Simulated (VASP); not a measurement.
All values below come from PBEsol GGA, VASP's PBE PAW potentials (set 64) (plane waves; VASP).

Input for VASP

POSCAR:
```
HgPPt5
1
    3.8602590000     0.0000000000     0.0000000000
    0.0000000000     3.8602590000     0.0000000000
    0.0000000000     0.0000000000     7.0656430000
Hg P Pt
1 1 5
Direct
  0.5000000000   0.5000000000   0.0000000000
  0.0000000000   0.0000000000   0.5000000000
  0.0000000000   0.5000000000   0.3030700000
  0.0000000000   0.5000000000   0.6969300000
  0.5000000000   0.0000000000   0.3030700000
  0.5000000000   0.0000000000   0.6969300000
  0.0000000000   0.0000000000   0.0000000000
```

### KPOINTS
```
Regular mesh
0
G
6 6 3
0 0 0
```

**INCAR**
```
SYSTEM = HgPPt5
PREC = Accurate; ENCUT = 300; LREAL = F
LASPH = T
EDIFF = 1E-6; NELM = 100; ALGO = Normal
LMAXMIX = 6
ISMEAR = -1; SIGMA = 0.136
GGA = PS
ISIF = 2
LWAVE = F; LCHARG = F
```

POTCAR, in this order: Hg P Pt (PBE.64 set). Program: vasp_std.

Output of the run:

OUTCAR:
```
 ion  position               nearest neighbor table
   1  0.500  0.500  0.000-   7 2.73   7 2.73   7 2.73   7 2.73   3 2.88   5 2.88   6 2.88   4 2.88
                             3 2.88   4 2.88   5 2.88   6 2.88
   2  0.000  0.000  0.500-   3 2.38   4 2.38   5 2.38   6 2.38   3 2.38   4 2.38   5 2.38   6 2.38
  LATTYP: Found a simple tetragonal cell.
 ALAT       =     3.8602590000
 C/A-ratio  =     1.8303546472
 Subroutine PRICEL returns:
 Original cell was already a primitive cell.
 Subroutine GETGRP returns: Found 16 space group operations
The static configuration has the point symmetry D_4h.
The dynamic configuration has the point symmetry D_4h.
 Subroutine INISYM returns: Found 16 space group operations
 Subroutine IBZKPT returns following result:
 Found     20 irreducible k-points:

 Following reciprocal coordinates:
            Coordinates               Weight
  0.000000  0.000000  0.000000      1.000000
  0.166667  0.000000  0.000000      4.000000
  0.333333  0.000000  0.000000      4.000000
  0.500000  0.000000  0.000000      2.000000
  0.166667  0.166667  0.000000      4.000000
  0.333333  0.166667  0.000000      8.000000
  0.500000  0.166667  0.000000      4.000000
...
```

### OSZICAR
```
       N       E                     dE             d eps       ncg     rms          rms(c)
DAV:   1     0.321169567492E+03    0.32117E+03   -0.24236E+04  1656   0.102E+03
DAV:   2    -0.316706060149E+02   -0.35284E+03   -0.33692E+03  1784   0.288E+02
DAV:   3    -0.447108735880E+02   -0.13040E+02   -0.12743E+02  1880   0.561E+01
DAV:   4    -0.449018363886E+02   -0.19096E+00   -0.19079E+00  1752   0.690E+00
DAV:   5    -0.449059172500E+02   -0.40809E-02   -0.40801E-02  1936   0.927E-01    0.345E+01
DAV:   6    -0.429739662771E+02    0.19320E+01   -0.61833E+00  1784   0.147E+01    0.184E+01
DAV:   7    -0.427663933489E+02    0.20757E+00   -0.60577E-01  1808   0.602E+00    0.645E+00
DAV:   8    -0.427482177943E+02    0.18176E-01   -0.92372E-02  1784   0.255E+00    0.820E-01
DAV:   9    -0.427458671223E+02    0.23507E-02   -0.18307E-02  1800   0.102E+00    0.476E-01
DAV:  10    -0.427451874722E+02    0.67965E-03   -0.57925E-03  1752   0.638E-01    0.310E-01
DAV:  11    -0.427450370914E+02    0.15038E-03   -0.91288E-04  1760   0.239E-01    0.713E-02
DAV:  12    -0.427450351393E+02    0.19521E-05   -0.58539E-05  1816   0.425E-02    0.181E-02
DAV:  13    -0.427450342894E+02    0.84990E-06   -0.41065E-06  1544   0.147E-02
   1 F= -.42745034E+02 E0= -.42652056E+02  d E =-.185956E+00
```

### OUTCAR
```
------------------------ aborting loop because EDIFF is reached ----------------------------------------
  FORCE on cell =-STRESS in cart. coord.  units (eV):
  Direction    XX          YY          ZZ          XY          YZ          ZX
  --------------------------------------------------------------------------------------
  Total        7.3176038      7.3176038      5.2801924      0.0000000      0.0000000      0.0000000
  in kB      111.3511979    111.3511979     80.3481254      0.0000000      0.0000000      0.0000000
  external PRESSURE =     101.0168404 kB  Pullay stress =       0.0000000 kB
  volume of cell :      105.29
      direct lattice vectors                 reciprocal lattice vectors
     3.860259000  0.000000000  0.000000000     0.259049976  0.000000000  0.000000000
     0.000000000  3.860259000  0.000000000     0.000000000  0.259049976  0.000000000
     0.000000000  0.000000000  7.065643000     0.000000000  0.000000000  0.141529936
 POSITION                                       TOTAL-FORCE (eV/Angst)
 -----------------------------------------------------------------------------------
      1.93013      1.93013      0.00000         0.000000      0.000000     -0.000000
      0.00000      0.00000      3.53282         0.000000      0.000000     -0.000000
      0.00000      1.93013      2.14138        -0.000000     -0.000000     -0.193575
      0.00000      1.93013      4.92426         0.000000     -0.000000      0.193575
      1.93013      0.00000      2.14138         0.000000      0.000000     -0.193575
      1.93013      0.00000      4.92426        -0.000000      0.000000      0.193575
      0.00000      0.00000      0.00000         0.000000      0.000000     -0.000000
 -----------------------------------------------------------------------------------
    total drift:                                0.000000     -0.000000     -0.000000
  FREE ENERGIE OF THE ION-ELECTRON SYSTEM (eV)
  ---------------------------------------------------
  free  energy   TOTEN  =       -42.7450342894 eV

  energy  without entropy=      -42.5590784416  energy(sigma->0) =      -42.65205637
```
(Selected blocks of OUTCAR.)

At this cut-off the stress carries a Pulay error, which pulls relaxed volumes low.

The structure comes from a computed database's HgPPt5 entry (P4/mmm); how it stands against other phases isn't given here. The cell was not relaxed at this level, and its volume differs by -5.9 % from the start's. The electron count is odd and the run is not spin-polarised, which forces a metal.
